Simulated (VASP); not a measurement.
An input for Quantum ESPRESSO's pw.x (written as the equivalent of a VASP run, and not itself run):

```
&CONTROL
  calculation = 'scf'
  pseudo_dir = './pseudo'
  outdir = './out'
  tprnfor = .true.
  tstress = .true.
/
&SYSTEM
  ibrav = 0
  nat = 2
  ntyp = 2
  ecutwfc = 84
  occupations = 'smearing'
  smearing = 'methfessel-paxton'
  degauss = 0.00735
  input_dft = 'pbe'
/
&ELECTRONS
  conv_thr = 7.3e-09
  electron_maxstep = 100
/
ATOMIC_SPECIES
  V 50.941 V.upf
  N 14.007 N.upf
CELL_PARAMETERS angstrom
     0.0000000    2.0392342    2.0392342
     2.0392342    0.0000000    2.0392342
     2.0392342    2.0392342    0.0000000
ATOMIC_POSITIONS crystal
  V    0.0000000  0.0000000  0.0000000
  N    0.5000000  0.5000000  0.5000000
K_POINTS automatic
  15 15 15 0 0 0
```

Task: Translate this input to VASP (INCAR, KPOINTS, POSCAR, choice of POTCAR).

Result: This is not unique; one that fits is 
POSCAR:
```
VN
1
    0.0000000000     2.0392342276     2.0392342276
    2.0392342276     0.0000000000     2.0392342276
    2.0392342276     2.0392342276     0.0000000000
V N
1 1
Direct
  0.0000000000   0.0000000000   0.0000000000
  0.5000000000   0.5000000000   0.5000000000
```

**INCAR**
```
# general
SYSTEM  = VN
PREC    = Accurate
ENCUT   = 520
LREAL   = F   # projection in real space or not
LASPH   = T   # aspherical one-centre terms

# electronic loop
EDIFF   = 1E-7
NELM    = 100
ALGO    = Normal   # blocked Davidson
LMAXMIX = 4   # l cut-off of mixed one-centre charges

# smearing
ISMEAR  = 1
SIGMA   = 0.1

# functional
GGA     = PE   # PBE

# ions
ISIF    = 2

# output
LWAVE   = F
LCHARG  = F
```

### KPOINTS
```
Automatic mesh
0
Gamma
15 15 15
0 0 0
```

POTCAR, in this order: V_sv N (PBE.64 set). Program: vasp_std.

Limits of the translation: the potentials are each code's own (VASP's PAW set, PseudoDojo norm-conserving files in pw.x), so ENCUT and ecutwfc are chosen apart and not converted; conv_thr bounds pw.x's estimated SCF error, while EDIFF bounds the energy change between steps.

The compound is VN in the rock salt structure, which distorts at low temperature. This cell is one point of a volume scan, at 0.97 of the reference volume.
